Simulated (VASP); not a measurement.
Here is a VASP 6.6.1 calculation.

The input INCAR:

```
PREC = Accurate
ENCUT = 520
EDIFF = 1E-7
ISMEAR = 0
SIGMA = 0.03
LREAL = F
LASPH = T
NELM = 80
ALGO = Normal
ISIF = 2
LWAVE = F
LCHARG = F
LMAXMIX = 4
GGA = MK
LUSE_VDW = T
AGGAC = 0.0
PARAM1 = 0.1234
PARAM2 = 0.711357
ZAB_VDW = -1.8867
NBANDS = 35
ICORELEVEL = 1
KPAR = 2
```

Contents of KPOINTS:

```
Automatic mesh
0
Gamma
  12 12 3
```

The input POSCAR:

```
MoS2                                    
1.0
    3.1675335174      0.0000000000      0.0000000000
   -1.5837667587      2.7431644888      0.0000000000
    0.0000000000      0.0000000000     12.3421903605
  Mo              S             
     2     4
Direct
     0.3333333300000021    0.6666666699999979    0.2500000000000000
     0.6666666699999979    0.3333333300000021    0.7500000000000000
     0.3333333300000021    0.6666666699999979    0.6228959178048754
     0.6666666699999979    0.3333333300000021    0.1228959178048754
     0.3333333300000021    0.6666666699999979    0.8771040821951246
     0.6666666699999979    0.3333333300000021    0.3771040821951246
```

The input KPOINTS_OPT:

```
explicit points
96
Reciprocal
 0.0000000000  0.0000000000  0.0000000000 1
 0.0555555556  0.0000000000  0.0000000000 1
 0.1111111111  0.0000000000  0.0000000000 1
 0.1666666667  0.0000000000  0.0000000000 1
 0.2222222222  0.0000000000  0.0000000000 1
 0.2777777778  0.0000000000  0.0000000000 1
 0.3333333333  0.0000000000  0.0000000000 1
 0.3888888889  0.0000000000  0.0000000000 1
 0.4444444444  0.0000000000  0.0000000000 1
 0.5000000000  0.0000000000  0.0000000000 1
 0.5000000000  0.0000000000  0.0000000000 1
 0.4814814815  0.0370370370  0.0000000000 1
 0.4629629630  0.0740740741  0.0000000000 1
 0.4444444444  0.1111111111  0.0000000000 1
 0.4259259259  0.1481481481  0.0000000000 1
 0.4074074074  0.1851851852  0.0000000000 1
 0.3888888889  0.2222222222  0.0000000000 1
 0.3703703703  0.2592592592  0.0000000000 1
 0.3518518518  0.2962962963  0.0000000000 1
 0.3333333333  0.3333333333  0.0000000000 1
 0.3333333333  0.3333333333  0.0000000000 1
 0.2962962963  0.2962962963  0.0000000000 1
 0.2592592592  0.2592592592  0.0000000000 1
 0.2222222222  0.2222222222  0.0000000000 1
 0.1851851852  0.1851851852  0.0000000000 1
 0.1481481481  0.1481481481  0.0000000000 1
 0.1111111111  0.1111111111  0.0000000000 1
 0.0740740741  0.0740740741  0.0000000000 1
 0.0370370370  0.0370370370  0.0000000000 1
 0.0000000000  0.0000000000  0.0000000000 1
 0.0000000000  0.0000000000  0.0000000000 1
 0.0000000000  0.0000000000  0.0555555556 1
 0.0000000000  0.0000000000  0.1111111111 1
 0.0000000000  0.0000000000  0.1666666667 1
 0.0000000000  0.0000000000  0.2222222222 1
 0.0000000000  0.0000000000  0.2777777778 1
 0.0000000000  0.0000000000  0.3333333333 1
 0.0000000000  0.0000000000  0.3888888889 1
 0.0000000000  0.0000000000  0.4444444444 1
 0.0000000000  0.0000000000  0.5000000000 1
 0.0000000000  0.0000000000  0.5000000000 1
 0.0555555556  0.0000000000  0.5000000000 1
 0.1111111111  0.0000000000  0.5000000000 1
 0.1666666667  0.0000000000  0.5000000000 1
 0.2222222222  0.0000000000  0.5000000000 1
 0.2777777778  0.0000000000  0.5000000000 1
 0.3333333333  0.0000000000  0.5000000000 1
 0.3888888889  0.0000000000  0.5000000000 1
 0.4444444444  0.0000000000  0.5000000000 1
 0.5000000000  0.0000000000  0.5000000000 1
 0.5000000000  0.0000000000  0.5000000000 1
 0.4814814815  0.0370370370  0.5000000000 1
 0.4629629630  0.0740740741  0.5000000000 1
 0.4444444444  0.1111111111  0.5000000000 1
 0.4259259259  0.1481481481  0.5000000000 1
 0.4074074074  0.1851851852  0.5000000000 1
 0.3888888889  0.2222222222  0.5000000000 1
 0.3703703703  0.2592592592  0.5000000000 1
 0.3518518518  0.2962962963  0.5000000000 1
 0.3333333333  0.3333333333  0.5000000000 1
 0.3333333333  0.3333333333  0.5000000000 1
 0.2962962963  0.2962962963  0.5000000000 1
 0.2592592592  0.2592592592  0.5000000000 1
 0.2222222222  0.2222222222  0.5000000000 1
 0.1851851852  0.1851851852  0.5000000000 1
 0.1481481481  0.1481481481  0.5000000000 1
 0.1111111111  0.1111111111  0.5000000000 1
 0.0740740741  0.0740740741  0.5000000000 1
 0.0370370370  0.0370370370  0.5000000000 1
 0.0000000000  0.0000000000  0.5000000000 1
 0.5000000000  0.0000000000  0.5000000000 1
 0.5000000000  0.0000000000  0.4444444444 1
 0.5000000000  0.0000000000  0.3888888889 1
 0.5000000000  0.0000000000  0.3333333333 1
 0.5000000000  0.0000000000  0.2777777778 1
 0.5000000000  0.0000000000  0.2222222222 1
 0.5000000000  0.0000000000  0.1666666667 1
 0.5000000000  0.0000000000  0.1111111111 1
 0.5000000000  0.0000000000  0.0555555556 1
 0.5000000000  0.0000000000  0.0000000000 1
 0.3333333333  0.3333333333  0.0000000000 1
 0.3333333333  0.3333333333  0.0555555556 1
 0.3333333333  0.3333333333  0.1111111111 1
 0.3333333333  0.3333333333  0.1666666667 1
 0.3333333333  0.3333333333  0.2222222222 1
 0.3333333333  0.3333333333  0.2777777778 1
 0.3333333333  0.3333333333  0.3333333333 1
 0.3333333333  0.3333333333  0.3888888889 1
 0.3333333333  0.3333333333  0.4444444444 1
 0.3333333333  0.3333333333  0.5000000000 1
 0.0000000000  0.0000000000  0.0000000000 1
 0.0000000000  0.0000000000  0.5000000000 1
 0.3333333333  0.3333333333  0.5000000000 1
 0.3333333333  0.3333333333  0.0000000000 1
 0.5000000000  0.0000000000  0.5000000000 1
 0.5000000000  0.0000000000  0.0000000000 1
```

Potentials or basis: VASP PAW PBE potentials, release 64 (Mo_sv, S).

Launch:

```sh
$ cat potpaw_PBE.64/Mo_sv/POTCAR potpaw_PBE.64/S/POTCAR > POTCAR
$ mpirun -np 2 vasp_std > vasp.out
```

Question: Predict the band gap along the path.

Answer: 0.86 eV, indirect (least direct gap 1.67 eV).

Question: Predict the band gap on the k mesh.

Answer: 0.87 eV, indirect (least direct gap 1.67 eV).

Question: Estimate the pressure.

Answer: 0.0 GPa.

Levels at the corners of the path, in eV from the valence-band top:
```
point  band 22  band 23  band 24  band 25  band 26  band 27  band 28  band 29  band 30  band 31
    Γ    -2.08    -2.08    -1.17    -1.17     0.00     2.13     2.13     2.16     2.16     2.27
    M    -2.46    -1.69    -1.48    -1.37    -1.25     1.61     1.66     1.99     2.26     2.85
    M    -2.46    -1.69    -1.48    -1.37    -1.25     1.61     1.66     1.99     2.26     2.85
    K    -3.76    -2.68    -2.68    -0.77    -0.60     1.07     1.07     1.81     2.83     2.83
    K    -3.76    -2.68    -2.68    -0.77    -0.60     1.07     1.07     1.81     2.83     2.83
    Γ    -2.08    -2.08    -1.17    -1.17     0.00     2.13     2.13     2.16     2.16     2.27
    Γ    -2.08    -2.08    -1.17    -1.17     0.00     2.13     2.13     2.16     2.16     2.27
    A    -2.11    -2.11    -2.11    -0.27    -0.27     2.13     2.13     2.13     2.13     2.37
    A    -2.11    -2.11    -2.11    -0.27    -0.27     2.13     2.13     2.13     2.13     2.37
    L    -2.61    -1.58    -1.58    -1.30    -1.30     1.63     1.63     2.14     2.14     3.22
    L    -2.61    -1.58    -1.58    -1.30    -1.30     1.63     1.63     2.14     2.14     3.22
    H    -3.38    -2.86    -2.86    -0.69    -0.69     1.07     1.07     2.28     2.28     2.87
    H    -3.38    -2.86    -2.86    -0.69    -0.69     1.07     1.07     2.28     2.28     2.87
    A    -2.11    -2.11    -2.11    -0.27    -0.27     2.13     2.13     2.13     2.13     2.37
    L    -2.61    -1.58    -1.58    -1.30    -1.30     1.63     1.63     2.14     2.14     3.22
    M    -2.46    -1.69    -1.48    -1.37    -1.25     1.61     1.66     1.99     2.26     2.85
    K    -3.76    -2.68    -2.68    -0.77    -0.60     1.07     1.07     1.81     2.83     2.83
    H    -3.38    -2.86    -2.86    -0.69    -0.69     1.07     1.07     2.28     2.28     2.87
```

Caveat: the PAW data sets were made with another functional, which shifts forces and pressure a little.

**Measured values to compare with.**

From “Multiwavelength excitation Raman Scattering Analysis of bulk and 2 dimensional MoS2: Vibrational properties of atomically thin MoS2 layers”, 2015, arxiv:1506.03228, for a bulk crystal of MoS2 at 300 K: band gap 1.3 eV (indirect).

Against the measured gap of MoS2, 1.3 eV (indirect; 300 K; “Multiwavelength excitation Raman Scattering Analysis of bulk and 2 dimensional MoS2: Vibrational properties of atomically thin MoS2 layers”, 2015, arxiv:1506.03228), the calculated 0.86 eV is off by -0.44 eV. Spin-orbit coupling on Mo is left out. The value is that of rev-vdW-DF2, without temperature or zero-point motion.
